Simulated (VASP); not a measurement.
The system is As.

```
CELL_PARAMETERS angstrom
1.88080 1.08588 3.51406
-1.88080 1.08588 3.51406
0.00000 -2.17176 3.51406
ATOMIC_POSITIONS crystal
As 0.77400 0.77400 0.77400
As 0.22600 0.22600 0.22600
```

- Program: VASP 6.6.1
- Task: relaxation of cell and atoms
- Functional: PBE
- Potentials or basis: VASP PAW PBE potentials, release 64 (As)
- Cutoff: 600 eV
- k mesh: 12 × 12 × 12
- Occupations: methfessel-paxton, width 0.1 eV
- Spin: no spin polarisation

At the start: pressure 4.1 GPa; volume 21.53 Å³/atom.

Problem. How do energy, volume and symmetry change on relaxing?

Solution. Over 10 steps the energy falls by 15.0 meV/atom and the volume is 22.61 Å³/atom (+5.0 %); space group R-3m (No. 166, to 0.05 Å).

The path:
```tsv
step	energy change (eV)	largest force (eV/Å)	pressure (GPa)	volume (Å³)
1	0.0000	0.4952	4.09	43.06
2	-0.0113	0.3862	-2.68	46.58
3	-0.0298	0.0226	0.04	44.97
4	-0.0298	0.0129	0.11	44.93
5	-0.0298	0.0068	0.09	44.97
6	-0.0299	0.0114	0.05	45.10
7	-0.0299	0.0189	0.03	45.15
8	-0.0300	0.0029	-0.04	45.21
9	-0.0300	0.0104	-0.09	45.25
10	-0.0300	0.0085	-0.01	45.23
```

Final structure:
```
CELL_PARAMETERS angstrom
1.90818 1.10169 3.58551
-1.90818 1.10169 3.58551
0.00000 -2.20338 3.58551
ATOMIC_POSITIONS crystal
As 0.77318 0.77318 0.77318
As 0.22682 0.22682 0.22682
```
